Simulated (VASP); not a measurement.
```
CELL_PARAMETERS angstrom
      4.97418     0.00000     0.00000
      0.00000     3.10585     0.00000
      0.00000     0.00000    25.73898
ATOMIC_POSITIONS crystal
  Al 0.02413 0.00000 0.66424
  Al 0.49297 0.50000 0.64272
  Al 0.00143 0.50000 0.56803
  Al 0.49793 0.00000 0.53574
  Al 0.99793 0.00000 0.46426
  Al 0.50143 0.50000 0.43197
  Al 0.99297 0.50000 0.35728
  Al 0.52413 0.00000 0.33576
  N  0.37565 0.00000 0.67237
  N  0.87465 0.50000 0.63957
  N  0.38086 0.50000 0.56964
  N  0.88038 0.00000 0.53474
  N  0.38038 0.00000 0.46526
  N  0.88086 0.50000 0.43036
  N  0.37465 0.50000 0.36043
  N  0.87565 0.00000 0.32763
```

These are r2SCAN meta-GGA, VASP's PBE PAW potentials (set 64) (plane waves; VASP 6.6.1) values and carry that method's errors. Settings: PREC = Normal, 450 eV cut-off, 4×7×1 Γ-centred mesh, Gaussian smearing of 0.050 eV, potentials Al N.

### Question
Predict the energy per atom (σ→0).

### Answer

| Property | Value |
|---|---|
| energy per atom (σ→0) | -9.318 eV/atom |

Total energies compare only between runs with the same potentials, cut-off and functional.

The cell is a thin slab with vacuum, built from AlN (wurtzite): (100) face.
